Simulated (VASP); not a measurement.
Given:

```
CELL_PARAMETERS angstrom
      0.00000     3.30729     3.30729
      3.30729     0.00000     3.30729
      3.30729     3.30729     0.00000
ATOMIC_POSITIONS crystal
  Sr 0.00000 0.00000 0.00000
  Te 0.50000 0.50000 0.50000
```

The numbers are results of PBEsol GGA with spin-orbit coupling, VASP's PBE PAW potentials (set 64) (plane waves; VASP 6.6.1), not measurements. Settings: 400 eV cut-off, 6×6×6 Γ-centred mesh, Gaussian smearing of 0.050 eV, potentials Sr_sv Te.

Give the energies of bands 11 to 23 at the high-symmetry points, in eV from the valence-band maximum.

```csv
band,Γ,X,U,L,W
11,-0.86,-2.39,-2.35,-3.28,-2.26
12,-0.86,-2.39,-2.35,-3.28,-2.26
13,0.00,-1.26,-1.98,-1.63,-1.78
14,0.00,-1.26,-1.98,-1.63,-1.78
15,0.00,-0.80,-1.22,-1.25,-1.70
16,0.00,-0.80,-1.22,-1.25,-1.70
17,2.52,1.27,2.41,3.50,3.53
18,2.52,1.27,2.41,3.50,3.53
19,2.90,3.58,4.65,4.85,3.64
20,2.90,3.58,4.65,4.85,3.64
21,2.90,4.55,5.25,5.06,4.18
22,2.90,4.55,5.27,5.06,4.18
23,2.93,5.87,5.34,5.06,5.49
```

The gap is indirect, 1.27 eV, from the valence maximum at Γ to the conduction minimum at X.

The compound is SrTe in the rock salt structure. It was relaxed first.
